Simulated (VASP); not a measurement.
Consider the following.

```yaml
crystal:
  lattice:
    - [0.00000, 3.14401, 3.14401]
    - [3.14401, 0.00000, 3.14401]
    - [3.14401, 3.14401, 0.00000]
  atoms:
    - { symbol: Ga, position: [0.00000, 0.00000, 0.00000] }
    - { symbol: Sb, position: [0.25000, 0.25000, 0.25000] }
```

Calculation: RPBE GGA, VASP's PBE PAW potentials (set 64) (plane waves; VASP). Run with 520 eV cut-off, Gaussian smearing of 0.050 eV, potentials Ga_d Sb.

Problem. Give the energies of bands 7 to 12 at the high-symmetry points, in eV from the Fermi level.

Solution. 
| band | Γ | X | U | L | W |
|---|---|---|---|---|---|
| 7 | -0.43 | -6.42 | -6.26 | -5.94 | -6.31 |
| 8 | 0.00 | -2.29 | -3.19 | -1.03 | -2.96 |
| 9 | 0.00 | -2.29 | -1.95 | -1.03 | -2.75 |
| 10 | 0.00 | 1.06 | 1.54 | 0.33 | 3.42 |
| 11 | 2.81 | 1.50 | 3.81 | 3.77 | 4.27 |
| 12 | 2.81 | 8.19 | 6.32 | 3.77 | 4.39 |

It has no gap at this level: it comes out as a metal or semimetal.

The compound is GaSb in the zinc blende structure. It was relaxed first, which changed the volume by +10 %.
